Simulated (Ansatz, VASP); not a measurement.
**IrRh2 (Rh-Ir-Rh stack, (111) layers): VASP beside Ansatz**

Wanted: the spread between two codes on one cell, functional and k mesh. Of the first pair: The structure shown is the start of the Ansatz relaxation below; VASP solves that cell, so the two are compared at the walk's first step.

Method: plane waves, with VASP 6.6.1 beside it; PBEsol, in Ansatz 0.2.0.

### 1. The starting structure

The cell holds 3 atoms: 2 Rh and 1 Ir. Cell: a = 2.715 Å, b = 2.715 Å, c = 32.668 Å, α = 90.0°, β = 90.0°, γ = 120.0°. It derives from IrRh2. Vacuum lies along c. The height across the vacuum is the one that the program set for its solve, not the one typed.

### 2. Ansatz: relaxation, PBEsol

Ansatz runs on its PAW soft_1 files.

The two programs are compared at the cell with which this relaxation starts, whose forces are those of its first step.

Input file input.yaml:

```yaml
crystal:
  lattice:
    - [2.71529, 0.0, 0.0]
    - [-1.35765, 2.35151, 0.0]
    - [0.0, 0.0, 15.43405]
  atoms:
    - { symbol: Rh, position: [0.0, 0.0, 0.35635494] }
    - { symbol: Ir, position: [0.33333333, 0.66666667, 0.5] }
    - { symbol: Rh, position: [0.66666667, 0.33333333, 0.64364506] }
  periodic: [true, true, false]
kpoints:
  mp_grid: { grid: [9, 9, 1] }
hamiltonian:
  xc: pbesol
  pseudopotentials: { kind: paw, azcp: { folder: soft_1 }, xc_functional: pbe }
scf:
  occupations: { method: gaussian, width: 0.1 }
output:
  forces: true
  stress: true
  eigenvalues: true
relax:
  adjacent_minimum: "off"
  f_tol: 0.05
  max_steps: 80
  cell: { stress_2d_tol: 0.02 }
```

Command:

```console
$ ansatz run input.yaml --threads 4 --pin off --max-ram 12288MiB --backend cpu --events-out ev --progress --plain --runs-dir out
```

Numbers of over 12 decimals in the logs are rounded to 6 here.

Output:

```text
Warning: crystal.periodic: the lattice vector that does not repeat stood 0.000° off the slab's normal, 15.434 Å along it as the deck builds it. The run solves the slab on a vector along the normal, 32.668 Å long, with every atom where it was (on the deck's vector they left 11.00 Å outside them, and the widest stretch free of ions among them is 2.22 Å). A fractional position that the run reports is one of the run's ce [...]
The last accepted step is kept in <dir> (removed where the run ends without a failure and the disk answers)
crystal.periodic: the lattice vector that does not repeat stood 0.000° off the slab's normal, 15.434 Å along it as the deck builds it. The run solves the slab on a vector along the normal, 32.668 Å long, with every atom where it was (on the deck's vector they left 11.00 Å outside them, and the widest stretch free of ions among them is 2.22 Å). A fractional position that the run reports is one of the run's cell, which [...]
Engine: ansatz 0.2.0, aarch64-unknown-linux-gnu
Pseudopotentials: kind: paw
Pseudopotential: Rh, paw, valence charge 17, recommended cutoff 420 eV (normal), soft_1/Rh.paw.azcp
Pseudopotential: Ir, paw, valence charge 17, recommended cutoff 420 eV (normal), soft_1/Ir.paw.azcp
Functional definition: PBEsol
  exchange = pbesol_x
  correlation = pbesol_c
Crystal: 3 atoms, lattice volume = 208.587 Å³
Basis set: ecut = 420 eV, 4099 PW (Γ), exchange–correlation on 40×40×450 points (8 copies of the dense FFT grid, shifted against one another)
Bands: 31, of which v1, the nominal top of the filled ones, is band 26 counted from 1 (25 counted from 0)
Symmetry: 12 space group operations
Space group: P-3m1 (ITA 164), of the structure as read, at distance tolerance 5.9e-5 Å
k-points: 12 of 81
Non-local potential: Rh, projectors of the file, l = 0: 3, l = 1: 2, l = 2: 2, l = 3: 1
Non-local potential: Ir, projectors of the file, l = 0: 3, l = 1: 2, l = 2: 2, l = 3: 1
PAW form: soft (Blöchl's): semilocal exchange-correlation on the pseudo side does not see the compensation charge
PAW frozen core: Rh, regenerated for the run's functional, and the local potential with it (the file was generated under x = pbe(κ = 0.804, μ = 0.219515), c = pbe(β = 0.066725))
PAW frozen core: Ir, regenerated for the run's functional, and the local potential with it (the file was generated under x = pbe(κ = 0.804, μ = 0.219515), c = pbe(β = 0.066725))
PAW one-centre angular grid: Rh, 590 points (default); XC on 64 Gauss nodes
PAW one-centre angular grid: Ir, 590 points (default); XC on 64 Gauss nodes
Initial density: superposition of atomic densities (neutral atoms: chi_scale 0, normalization atom)
Initial wavefunctions: pseudopotential atomic-orbital guess
Functional: x = pbesol(κ = 0.804, μ = 0.123457), c = pbesol(β = 0.046)
[...]
SCF iter   7: F=-24476.200856 eV  HF=-24476.200856 eV  |F-HF|=1.75e-10  |Δ(HF+E_count)|=  7.13e-10  Δρ=2.71e-8  dr2=1.33e-12  ethr=1.00e-12  ⟨swp⟩=17.0  Hψ=3008  notcnv=0
SCF 6 converged in 7 iterations: F = -24476.200856 eV  dr2 = 1.33e-12
relax step   6: F+E_penalty+E_count = -24476.20085593 eV  Δ(F+E_penalty+E_count) = +9.766e-4 eV  max|allowed force component| = 5.999e-4 eV/Å  Δτ_max = 0.0000 Å  P = +0.020 N/m  Ω = 199.918 Å³  fix = [c, alpha, beta]  reactions: c +0.000 N/m  stress off target by 2.03e-2 N/m on what of the cell is left free  SCF on the basis re-selected at this cell (its energy is not comparable with the rows above)  (7 SCF iters)
[...]
relax step   7: F+E_penalty+E_count = -24476.20085420 eV  Δ(F+E_penalty+E_count) = +1.724e-6 eV  max|allowed force component| = 3.263e-5 eV/Å  Δτ_max = 0.0001 Å  P = +0.000 N/m  Ω = 199.936 Å³  energy of the carried Pulay correction = -2.148e-6 eV  fix = [c, alpha, beta]  reactions: c +0.000 N/m  (4 SCF iters, dr2 threshold 4.96e-10 eV, accepted)
[...]
relax step   8: F+E_penalty+E_count = -24476.20085420 eV  Δ(F+E_penalty+E_count) = -1.128e-10 eV  max|allowed force component| = 3.213e-5 eV/Å  Δτ_max = 0.0000 Å  P = +0.001 N/m  Ω = 199.936 Å³  fix = [c, alpha, beta]  reactions: c +0.000 N/m  stress off target by 5.41e-4 N/m on what of the cell is left free  SCF on the basis re-selected at this cell (its energy is not comparable with the rows above)  (10 SCF iters)
basis re-selected at this cell: Δ(F+E_penalty+E_count) = -1.128e-10 eV, ΔP = +0.000 N/m vs the last step (what re-selecting the basis moved, of the pressure what is left beyond the Pulay correction that the steps carried, after the strain that the cell walked since its last selection, with what the two solves' SCF thresholds leave and, on support functions, any second-order correction that the steps lacked; it is no  [...]
SCF converged after 10 iterations
Free energy (F): -24476.200854 eV
Harris-Foulkes:  -24476.200854 eV  (|F-HF|=1.09e-11)
Internal energy: -24476.186179 eV  (E = F + TS)
E sigma→0 (E₀):  -24476.193517 eV
Entropy (-TS):   -0.014675 eV (-4.892 meV/atom)
Fermi energy:    -5.185899 eV
--- Per-component energies (eV) ---
  E_band       = -1711.356881
  E_kinetic    = 1614.717531
  E_local      = -238342.115086  (includes V_loc(G=0)·N_el)
  E_nonlocal   = 796.303086
  E_hartree    = 117921.483304
  E_xc         = -628.809695
  E_vxc        = -759.689977  (∫ρ·V_xc dr)
  E_paw        = -16211.385591  (= ΣΔE_a)
  E_vpaw       = -863.539392  (= ΣTr[D̂ρ^β])
  E_aug_tail   = 0.000369  (compensation charges beyond the density's cutoff)
  E_ewald      = 110372.802154
  E_core_change = 0.817749  (= ΣΔE_core)
  E_smearing   = -0.014675  (= −TS)
  E_closure    = -0.000000  (closes the sum)
  Σ components = -24476.200854   (vs F -24476.200854, Δ=0.00e0)
--- Forces (eV/Å), atoms counted from 1 ---
  atom   1  Rh    -0.00000000     0.00000000    -0.00003213
  atom   2  Ir     0.00000000    -0.00000000     0.00000000
  atom   3  Rh    -0.00000000    -0.00000000     0.00003213
  max |Σ_I F_I| component: 8.67e-19 eV/Å
--- 2D stress c σ (N/m, compression-positive) ---
        0.000541       0.000000       0.000000
        0.000000       0.000541       0.000000
        0.000000       0.000000       0.000000
  P = ½ c Tr σ = 0.0005 N/m
--- Band table (eV; the first three rows and the last of 12) ---
  k-point 0: bands = [... 22 lower, -7.7866, -6.1870, -6.1870, -5.8528, -5.6965, -5.6965, -4.6067, -4.6067, ... 1 higher]
  k-point 1: bands = [... 22 lower, -7.4497, -6.8641, -6.4060, -6.3686, -5.7671, -5.6595, -4.5688, -4.4975, ... 1 higher]
  k-point 2: bands = [... 22 lower, -7.4501, -6.9520, -6.5275, -6.2521, -5.6381, -5.4386, -4.5090, -3.1403, ... 1 higher]
  k-point 11: bands = [... 22 lower, -6.5305, -6.5305, -5.2225, -5.2225, -4.6133, 0.8554, 2.2787, 2.2787, ... 1 higher]
--- Relaxed structure (6 steps of the walk, 5 accepted, 2 SCFs on fresh bases) ---
  F+E_penalty+E_count = -24476.20085420 eV   max|allowed force component| = 3.213e-5 eV/Å   (the final SCF, on the basis selected at the relaxed cell)
  cell:  # Å, volume = 199.9362 Å³
    - [2.658389, 2.8262570096351694e-6, 0]
    - [-1.329197, 2.302231, 0]
    - [0, 0, 32.668100153172]
  atoms:
    - { symbol: Rh, position: [1.8598789007507254e-18, 0, 0.170449] }
    - { symbol: Ir, position: [0.333333, 0.666667, 0.236225] }
    - { symbol: Rh, position: [0.666667, 0.333333, 0.302002] }
```

### 3. VASP: single point, PBEsol, start cell, pair 1

The same cell, functional, mesh and smearing now go to VASP, with its own data sets.

Lines of VASP's logs that name or quote its potential files are left out, and so is its time.

Input file INCAR:

```
SYSTEM = IrRh2
PREC = Accurate
ENCUT = 400
EDIFF = 1E-06
NELM = 120
ISMEAR = 0
SIGMA = 0.1
LREAL = .FALSE.
ALGO = Normal
GGA = PS
NBANDS = 25
LASPH = .TRUE.
LORBIT = 11
LWAVE = .FALSE.
LCHARG = .FALSE.
ISIF = 2
LDIPOL = .TRUE.
IDIPOL = 3
DIPOL = 0.5 0.5 0.236
LVHAR = .TRUE.
GGA_COMPAT = .FALSE.
NELMDL = -8
KPAR = 2
```

Input file POSCAR:

```
IrRh2
1.0
    2.7152900000      0.0000030000      0.0000000000
   -1.3576470000      2.3515090000      0.0000000000
    0.0000000000      0.0000000000     32.6681000000
Rh Ir
2 1
Direct
    0.0000000000      0.0000000000      0.1683599597
    0.6666664730      0.3333331916      0.3040902287
    0.3333329461      0.6666663832      0.2362250942
```

Input file KPOINTS:

```
Automatic mesh
0
Gamma
9 9 1
0 0 0
```

PAW data sets: Rh_pv and Ir (PBE family, release 64).

Command:

```console
$ mpirun -np 2 vasp_std
```

Output:

```text
[banner, memory and clock lines left out]
running    2 mpi-ranks, on    1 nodes
 distrk:  each k-point on    1 cores,    2 groups
 distr:  one band on    1 cores,    1 groups

 POSCAR found type information on POSCAR RhIr
 POSCAR found :  2 types and       3 ions
|                                                                             |
|               ----> ADVICE to this user running VASP <----                  |
|                                                                             |
|     You enforced a specific xc type in the INCAR file but a different       |
|     [... a line on the potential file left out ...]
|     I HOPE YOU KNOW WHAT YOU ARE DOING!                                     |
|                                                                             |

 LDA part: xc-table for (Slater+PW92), standard interpolation
 POSCAR, INCAR and KPOINTS ok, starting setup
 FFT: planning ... GRIDC
 FFT: planning ... GRID_SOFT
 FFT: planning ... GRID
 WAVECAR not read
 entering main loop
       N       E                     dE             d eps       ncg     rms          rms(c)
DAV:   1     0.257089741104E+03    0.25709E+03   -0.19595E+04   792   0.106E+03
DAV:   2    -0.127630414757E+02   -0.26985E+03   -0.26269E+03   682   0.333E+02
DAV:   3    -0.256119660929E+02   -0.12849E+02   -0.12006E+02   737   0.636E+01
DAV:   4    -0.259274404549E+02   -0.31547E+00   -0.31303E+00   738   0.107E+01
DAV:   5    -0.259374115922E+02   -0.99711E-02   -0.99515E-02   792   0.148E+00
DAV:   6    -0.259376917205E+02   -0.28013E-03   -0.27967E-03   841   0.244E-01
DAV:   7    -0.259376993201E+02   -0.75996E-05   -0.75988E-05   759   0.309E-02
DAV:   8    -0.259376994889E+02   -0.16880E-06   -0.16877E-06   539   0.349E-03    0.183E+01
DAV:   9    -0.250332739504E+02    0.90443E+00   -0.12427E+01   751   0.260E+01    0.129E+01
DAV:  10    -0.293972519249E+02   -0.43640E+01   -0.32759E+01   798   0.464E+01    0.188E+01
DAV:  11    -0.241406183106E+02    0.52566E+01   -0.35023E+01   805   0.329E+01    0.221E+00
DAV:  12    -0.241188602804E+02    0.21758E-01   -0.78772E-01   636   0.626E+00    0.191E+00
DAV:  13    -0.241095635679E+02    0.92967E-02   -0.35038E-02   710   0.135E+00    0.861E-01
DAV:  14    -0.241042074197E+02    0.53561E-02   -0.32143E-02   867   0.110E+00    0.652E-01
[...]
DAV:  21    -0.241034024537E+02   -0.61552E-04   -0.51703E-06   492   0.125E-02    0.796E-03
DAV:  22    -0.241034483899E+02   -0.45936E-04   -0.32173E-06   449   0.785E-03    0.199E-03
DAV:  23    -0.241034590269E+02   -0.10637E-04   -0.46818E-07   444   0.212E-03    0.198E-03
DAV:  24    -0.241034658695E+02   -0.68426E-05   -0.12627E-07   403   0.146E-03    0.378E-04
DAV:  25    -0.241034692186E+02   -0.33491E-05   -0.76593E-08   394   0.123E-03    0.378E-04
DAV:  26    -0.241034712943E+02   -0.20757E-05   -0.72936E-08   401   0.709E-04    0.218E-04
DAV:  27    -0.241034723917E+02   -0.10973E-05   -0.29270E-08   379   0.480E-04    0.104E-04
DAV:  28    -0.241034731128E+02   -0.72113E-06   -0.19565E-08   368   0.628E-04
   1 F= -.24103473E+02 E0= -.24094736E+02  d E =-.174735E-01
```

Parts of OUTCAR (step 3):

```text
ion  position               nearest neighbor table
   1  0.000  0.000  0.168-   3 2.72   3 2.72   3 2.72
   2  0.667  0.333  0.304-   3 2.72   3 2.72   3 2.72
   3  0.333  0.667  0.236-   1 2.72   1 2.72   2 2.72   2 2.72   2 2.72   1 2.72

  LATTYP: Found a hexagonal cell.
 ALAT       =     2.7152900000
 C/A-ratio  =    12.0311642587

 Subroutine GETGRP returns: Found 12 space group operations
 (whereof  6 operations were pure point group operations)

The static configuration has the point symmetry C_3v.
 The point group associated with its full space group is D_3d.

 Found     12 irreducible k-points:

   k-points           NKPTS =     12   k-points in BZ     NKDIM =     12   number of bands    NBANDS=     25

   dimension x,y,z NGX =    18 NGY =   18 NGZ =  216
   dimension x,y,z NGXF=    36 NGYF=   36 NGZF=  432

   ENCUT  =  400.0 eV  29.40 Ry    5.42 a.u.   4.43  4.43 53.27*2*pi/ulx,y,z

   NELECT =      39.0000    total number of electrons

 k-points in reciprocal lattice and weights: Automatic mesh
   0.00000000  0.00000000  0.00000000       0.012
   0.11111111 -0.00000000  0.00000000       0.074
   0.22222222  0.00000000  0.00000000       0.074
   0.33333333 -0.00000000  0.00000000       0.074
   0.44444444  0.00000000  0.00000000       0.074
   0.11111111  0.11111111  0.00000000       0.074
   0.22222222  0.11111111  0.00000000       0.148
   0.33333333  0.11111111  0.00000000       0.148
   0.44444444  0.11111111  0.00000000       0.074
   0.22222222  0.22222222  0.00000000       0.074
   0.33333333  0.22222222  0.00000000       0.148
   0.33333333  0.33333333  0.00000000       0.025

 dipolmoment           0.000000      0.000000      0.000005 electrons x Angstroem

 average (electrostatic) potential at core
       1 -84.0406       2 -84.0406       3 -60.6648

 E-fermi :  -1.9220

 k-point     1 :       0.0000    0.0000    0.0000
  band No.  band energies     occupation
    ...
     18      -2.8058      2.00000
     19      -2.8058      2.00000
     20      -2.4254      2.00000
     21      -2.3402      2.00000
     22      -2.3402      2.00000
     23      -1.4304      0.00000
     24      -1.4304      0.00000
     25      -1.1465      0.00000

 k-point     2 :       0.1111   -0.0000    0.0000
  band No.  band energies     occupation
    ...
     18      -3.3852      2.00000
     19      -2.9985      2.00000
     20      -2.9643      2.00000
     21      -2.4025      2.00000
     22      -2.3214      2.00000
     23      -1.4002      0.00000
     24      -1.2193      0.00000
     25       0.5385      0.00000

 k-point     3 :       0.2222    0.0000    0.0000
  band No.  band energies     occupation
    ...
     18      -3.5048      2.00000
     19      -3.1089      2.00000
     20      -2.8649      2.00000
     21      -2.3218      2.00000
     22      -2.1195      1.99478
     23      -1.3548      0.00000
     24       0.0244      0.00000
     25       2.4618      0.00000

  Total       -5.2076341     -5.2076358     -4.5253975     -0.0000013     -0.0000000      0.0000000
  in kB      -40.0003716    -40.0003846    -34.7600426     -0.0000102     -0.0000000      0.0000000
  external PRESSURE =     -38.2535996 kB  Pullay stress =       0.0000000 kB

  energy-cutoff  :      400.00
  volume of cell :      208.59
      direct lattice vectors                 reciprocal lattice vectors
     2.715290000  0.000003000  0.000000000     0.368284552  0.212629600  0.000000000
    -1.357647000  2.351509000  0.000000000    -0.000000470  0.425258573  0.000000000
     0.000000000  0.000000000 32.668100000     0.000000000  0.000000000  0.030610902

 POSITION                                       TOTAL-FORCE (eV/Angst)
 -----------------------------------------------------------------------------------
      0.00000      0.00000      5.50000         0.000000     -0.000000      0.969812
      1.35764      0.78384      9.93405        -0.000000      0.000000     -0.969812
     -0.00000      1.56767      7.71702        -0.000000     -0.000000      0.000000
 -----------------------------------------------------------------------------------
    total drift:                                0.000371      0.000371      0.000343

  FREE ENERGIE OF THE ION-ELECTRON SYSTEM (eV)
  ---------------------------------------------------
  free  energy   TOTEN  =       -24.1034731128 eV

  energy  without entropy=      -24.0859996626  energy(sigma->0) =      -24.09473639

 vacuum level on the upper side and lower side of the slab         3.294         3.294

 total charge
# of ion       s       p       d       tot
------------------------------------------
    1        0.373   6.220   7.073  13.666
    2        0.373   6.220   7.073  13.666
    3        0.669   0.675   6.891   8.235
--------------------------------------------------
tot          1.415  13.115  21.037  35.567

[... 3 further parts left out ...]
```

This run has no spin polarisation. Its electron count is odd, so without a moment it is a metal by construction.

### 4. Comparison

Known differences besides the potentials themselves: Ansatz cuts the interaction across the vacuum, VASP repeats the sheet with a dipole correction (LDIPOL); the data sets hold 51 valence electrons in Ansatz (on its PAW soft_1 files) and 39 in VASP; the cutoff is 420 eV in Ansatz and 400 eV in VASP; Ansatz makes its cores anew for this functional, VASP keeps those of its PBE data sets. Total energies have different zeros and are not compared.

Forces (eV/Å; atoms numbered as in POSCAR):

| atom | Ansatz x, y, z | VASP x, y, z |
| --- | --- | --- |
| Rh1 | 0.000, 0.000, 0.991 | 0.000, 0.000, 0.970 |
| Rh2 | 0.000, 0.000, -0.991 | 0.000, 0.000, -0.970 |
| Ir3 | 0.000, 0.000, 0.000 | 0.000, 0.000, 0.000 |

The forces differ by 10 meV/Å r.m.s., which is 2.2 % of the r.m.s. force of 0.457 eV/Å (both taken over all components). Where the cell holds vacuum, a pressure given here is an average over it and none of the material.

### 5. Ansatz: relaxation, PBEsol

This run makes the geometry at which the two programs are then compared.

The structure compared here is the end of the Ansatz relaxation.

This is the run of step 2 again, met here at its other cell.

### 6. VASP: single point, PBEsol, relaxed cell, pair 2

The same cell, functional, mesh and smearing now go to VASP, with its own data sets.

INCAR is that of step 3.

Input file POSCAR:

```
IrRh2
1.0
    2.6583887153      0.0000028263      0.0000000000
   -1.3291968053      2.3022307475      0.0000000000
    0.0000000000      0.0000000000     32.6681001532
Rh Ir
2 1
Direct
    0.0000000000      0.0000000000      0.1704485710
    0.6666666667      0.3333333333      0.3020016152
    0.3333333333      0.6666666667      0.2362250931
```

KPOINTS is that of step 3.

Command:

```console
$ mpirun -np 2 vasp_std
```

Output:

```text
[banner, memory and clock lines left out]
running    2 mpi-ranks, on    1 nodes
[...]
[... a notice as in an earlier step ...]

 LDA part: xc-table for (Slater+PW92), standard interpolation
 POSCAR, INCAR and KPOINTS ok, starting setup
[...]
entering main loop
       N       E                     dE             d eps       ncg     rms          rms(c)
DAV:   1     0.267164911865E+03    0.26716E+03   -0.19901E+04   792   0.107E+03
DAV:   2    -0.138329473288E+02   -0.28100E+03   -0.27467E+03   686   0.340E+02
DAV:   3    -0.257627176617E+02   -0.11930E+02   -0.11321E+02   729   0.637E+01
DAV:   4    -0.260366839694E+02   -0.27397E+00   -0.27264E+00   756   0.974E+00
[...]
DAV:  23    -0.242781243365E+02   -0.93476E-05   -0.33406E-07   402   0.220E-03    0.460E-04
DAV:  24    -0.242781295177E+02   -0.51813E-05   -0.20942E-07   401   0.123E-03    0.810E-04
DAV:  25    -0.242781304431E+02   -0.92542E-06   -0.13650E-08   354   0.617E-04
   1 F= -.24278130E+02 E0= -.24270833E+02  d E =-.145952E-01
```

OUTCAR, selected parts (step 6):

```text
  Total       -0.1118066     -0.1118066     -0.0745121      0.0000000     -0.0000000      0.0000000
  in kB       -0.8959561     -0.8959561     -0.5970982      0.0000000     -0.0000000      0.0000000
  external PRESSURE =      -0.7963368 kB  Pullay stress =       0.0000000 kB

 POSITION                                       TOTAL-FORCE (eV/Angst)
 -----------------------------------------------------------------------------------
      0.00000      0.00000      5.56823         0.000000     -0.000000     -0.035727
      1.32919      0.76741      9.86582        -0.000000     -0.000000      0.035727
     -0.00000      1.53482      7.71703        -0.000000      0.000000     -0.000000
 -----------------------------------------------------------------------------------
    total drift:                               -0.000000     -0.000000      0.000637

  FREE ENERGIE OF THE ION-ELECTRON SYSTEM (eV)
  ---------------------------------------------------
  free  energy   TOTEN  =       -24.2781304431 eV

  energy  without entropy=      -24.2635352127  energy(sigma->0) =      -24.27083283

[... 1 part as in an earlier step ...]

[... 2 further parts left out ...]
[key lines of the parts left out:]
E-fermi :  -1.7357
```

The run ends at a pressure of -0.08 GPa, with forces up to 0.036 eV/Å.

(Part 1 of 2 ends here.)

[Lines on the potential files, build, host, timing and source positions are cut from VASP's logs without a mark.]

[Logs are printed without paths, hosts, clocks, repeated set-up lines and the standing remarks that a program may print on its own settings, such as how far it seeks lower states.]

[Hosts, paths, dates, database ids (printed as entryN), source tags and the programs' standing remarks are cut or masked in the printed files.]
